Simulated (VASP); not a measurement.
These are LDA (Ceperley-Alder, Perdew-Zunger), VASP's LDA PAW potentials (set 64) (plane waves; VASP) values and carry that method's errors.

VASP input:

File KPOINTS:
```
Automatic mesh
0
Gamma
7 7 7
0 0 0
```

**INCAR**
```
SYSTEM = CdS
PREC = Accurate
ENCUT = 400
EDIFF = 1E-6
NELM = 100
ALGO = Normal
LREAL = .FALSE.
LASPH = .TRUE.
ISMEAR = 0
SIGMA = 0.05
LMAXMIX = 4
LWAVE = .FALSE.
LCHARG = .FALSE.
IBRION = 2
ISIF = 3
NSW = 60
EDIFFG = -0.01
```

POSCAR:
```
CdS
1
    0.0000000000     2.8805904511     2.8805904511
    2.8805904511     0.0000000000     2.8805904511
    2.8805904511     2.8805904511     0.0000000000
Cd S
1 1
Direct
  0.0000000000   0.0000000000   0.0000000000
  0.2500000000   0.2500000000   0.2500000000
```

POTCAR, in this order: Cd S (LDA.64 set). Program: vasp_std.

What does the run give for the energy per atom (σ→0), band gap (on the k-mesh)?

| Quantity | Value |
|---|---|
| energy per atom (σ→0) | -3.702 eV/atom |
| band gap (on the k-mesh) | 0.97 eV |

OSZICAR:
```
...
DAV:   7    -0.740954924108E+01    0.27280E-01   -0.18068E-01   530   0.356E+00    0.323E+00
DAV:   8    -0.740453954143E+01    0.50097E-02   -0.21266E-02   570   0.222E+00    0.274E-01
DAV:   9    -0.740405572688E+01    0.48381E-03   -0.30015E-03   590   0.973E-01    0.679E-02
DAV:  10    -0.740403691683E+01    0.18810E-04   -0.23469E-04   575   0.215E-01    0.617E-02
DAV:  11    -0.740404599125E+01   -0.90744E-05   -0.39163E-05   550   0.756E-02    0.329E-02
DAV:  12    -0.740404285921E+01    0.31320E-05   -0.25651E-05   692   0.732E-02    0.650E-03
DAV:  13    -0.740404268137E+01    0.17784E-06   -0.17660E-06   393   0.146E-02
   1 F= -.74040427E+01 E0= -.74040427E+01  d E =-.740404E+01
```

The compound is CdS in the zinc blende structure, a metastable form; wurtzite is the usual one. It was relaxed first. The start is the result of an earlier pass.
